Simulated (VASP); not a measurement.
Data:

```
Zn4S3Se
1.0
    0.00000     2.71270     2.71270
    2.71270     0.00000     2.71270
   10.85401    10.85401    -0.00322
Zn Se S
4 1 3
Direct
  0.01175   0.01175   0.99119
  0.98890   0.98890   0.25832
  0.99651   0.99651   0.50262
  0.00330   0.00330   0.74752
  0.24800   0.24800   0.06400
  0.24362   0.24362   0.31728
  0.25050   0.25050   0.56213
  0.25741   0.25741   0.80694
```

The numbers are results of PBEsol GGA, VASP's PBE PAW potentials (set 64) (plane waves; VASP 6.6.1), not measurements. Settings: 400 eV cut-off, Gaussian smearing of 0.050 eV, potentials Zn Se S.

Question: Give the energies of bands 27 to 40 at the high-symmetry points, in eV from the valence-band maximum.

Answer: 
```
band      Γ      T     H2      L     S0      F
----  -----  -----  -----  -----  -----  -----
27    -3.24  -1.60  -5.15  -4.92  -5.15  -5.01
28    -1.34  -1.46  -4.93  -4.84  -4.93  -4.88
29    -1.34  -1.31  -3.68  -2.98  -3.68  -2.91
30    -1.01  -1.31  -3.61  -2.90  -3.57  -2.82
31    -1.01  -1.09  -3.40  -2.63  -3.45  -2.71
32    -0.74  -1.09  -3.13  -2.38  -3.13  -2.60
33    -0.74  -0.66  -2.26  -1.96  -2.30  -2.16
34    -0.33  -0.66  -2.20  -1.80  -2.17  -1.84
35     0.00  -0.02  -2.03  -1.62  -2.04  -1.21
36     0.00  -0.02  -1.85  -1.16  -1.84  -1.07
37     1.53   2.36   3.93   3.08   3.82   2.72
38     2.65   2.40   3.95   3.22   4.21   2.77
39     2.80   2.67   4.53   3.45   4.24   3.47
40     3.23   3.12   4.69   3.56   4.85   3.65
```

The gap is direct, 1.53 eV, from the valence maximum at Γ to the conduction minimum at Γ.

The structure was generated: Zn4S3Se was put into an ordered model structure (R3m), which need not be its known phase. It was relaxed first.
